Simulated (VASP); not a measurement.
A cell of Gd (hcp) near equilibrium:

```
CELL_PARAMETERS angstrom
      1.82738    -3.16512     0.00000
      1.82738     3.16512     0.00000
      0.00000     0.00000     5.71007
ATOMIC_POSITIONS crystal
  Gd 0.33333 0.66667 0.25000
  Gd 0.66667 0.33333 0.75000
```

Computed with PBE GGA, VASP's PBE PAW potentials (set 64) (plane waves; VASP 6.6.1).

The 4f electrons are frozen in the core of the lanthanide potential, so 4f levels, which can set the real gap, and their magnetism are missing.

```json
[
 {"run": "as it is", "ΔE (meV/atom)": "0.0", "σxx": "-0.04", "σyy": "-0.04", "σzz": "-0.03", "largest shear component, with its sign (GPa)": "0.00", "largest force (eV/Å)": "0.000"},
 {"run": "after one change", "ΔE (meV/atom)": "8.3", "σxx": "1.79", "σyy": "1.79", "σzz": "2.04", "largest shear component, with its sign (GPa)": "0.00", "largest force (eV/Å)": "0.000"}
]
```
Stress is in GPa, positive when the cell is compressed.

Q: Which change was made?
(A) atom 2 (Gd) moved by 0.200 Å along z
(B) biaxial strain of -1.0 % in the xy plane
(C) isotropic strain of -1.5 %
(D) atom 1 (Gd) moved by 0.075 Å along x

A: C, isotropic strain of -1.5 %

The compound is Gd in the hcp structure.
